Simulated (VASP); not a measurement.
AlIn3Sb4:

```
In Al Sb
1.0
     0.00000   -3.26059   -3.26059
     3.26059    6.52118   -3.26059
     6.52118   -3.26059    3.26059
In Al Sb
3 1 4
Direct
  0.75000 0.50000 0.25000
  0.50000 0.00000 0.50000
  0.25000 0.50000 0.75000
  0.00000 0.00000 0.00000
  0.81250 0.62500 0.93750
  0.56250 0.12500 0.18750
  0.31250 0.62500 0.43750
  0.06250 0.12500 0.68750
```

The cell comes from a database or a generator and needn't be the stable form of this composition.

```yaml
Program: VASP 6.6.1
Task: relaxation of cell and atoms
Functional: LDA
Potentials_or_basis: VASP PAW LDA potentials, release 64 (In_d, Al, Sb)
Cutoff: 300 eV
k_mesh: 4 × 4 × 2
Occupations: gaussian, width 0.02 eV
Spin: no spin polarisation
```

At the start: pressure -2.8 GPa; volume 34.66 Å³/atom.

Q: Where does the relaxation end?

A: Over 29 steps the energy falls by 39.2 meV/atom and the volume is 32.09 Å³/atom (-7.4 %); space group Cm (No. 8, to 0.05 Å).

Step by step:
| step | energy change (eV) | largest force (eV/Å) | pressure (GPa) | volume (Å³) |
| --- | --- | --- | --- | --- |
| 1 | 0.0000 | 0.6898 | -2.78 | 277.32 |
| 2 | -0.2288 | 0.6700 | 0.76 | 253.91 |
| 3 | -0.2307 | 0.6727 | 0.33 | 255.71 |
| 4 | -0.2306 | 0.6727 | 0.49 | 255.29 |
| 5 | -0.2815 | 0.3620 | 0.37 | 255.40 |
| 6 | -0.3036 | 0.2403 | 0.27 | 255.53 |
| 7 | -0.3095 | 0.1089 | -0.23 | 258.04 |
| 8 | -0.3095 | 0.1120 | -0.23 | 258.01 |
| 9 | -0.3122 | 0.0382 | 0.02 | 256.88 |
| 10 | -0.3122 | 0.0351 | -0.01 | 256.83 |
| 11 | -0.3123 | 0.0330 | 0.02 | 256.72 |
| 12 | -0.3123 | 0.0351 | 0.01 | 256.75 |
| 13 | -0.3125 | 0.0271 | 0.01 | 256.73 |
| 14 | -0.3126 | 0.0296 | 0.01 | 256.71 |
| 15 | -0.3128 | 0.0211 | 0.00 | 256.73 |
| 16 | -0.3129 | 0.0249 | 0.00 | 256.77 |
| 17 | -0.3128 | 0.0492 | -0.01 | 256.83 |
| 18 | -0.3129 | 0.0310 | -0.01 | 256.78 |
| 19 | -0.3130 | 0.0251 | 0.00 | 256.77 |
| 20 | -0.3132 | 0.0194 | 0.02 | 256.72 |
| 21 | -0.3132 | 0.0212 | -0.01 | 256.71 |
| 22 | -0.3132 | 0.0103 | 0.03 | 256.64 |
| 23 | -0.3132 | 0.0072 | 0.03 | 256.62 |
| 24 | -0.3133 | 0.0060 | -0.01 | 256.75 |
| 25 | -0.3133 | 0.0081 | 0.00 | 256.73 |
| 26 | -0.3133 | 0.0057 | 0.00 | 256.73 |
| 27 | -0.3133 | 0.0065 | 0.01 | 256.74 |
| 28 | -0.3133 | 0.0064 | 0.00 | 256.74 |
| 29 | -0.3133 | 0.0019 | 0.00 | 256.76 |

Final structure:
```
In Al Sb
1.0
     0.00000   -3.20237   -3.20237
     3.16068    6.36626   -3.16389
     6.30868   -3.17248    3.17248
In Al Sb
3 1 4
Direct
  0.74768 0.49536 0.24541
  0.50038 0.00075 0.49984
  0.25133 0.50267 0.75473
  0.00074 0.00148 0.00111
  0.82063 0.64125 0.94013
  0.55732 0.11463 0.17370
  0.31056 0.62112 0.43623
  0.06137 0.12274 0.69886
```
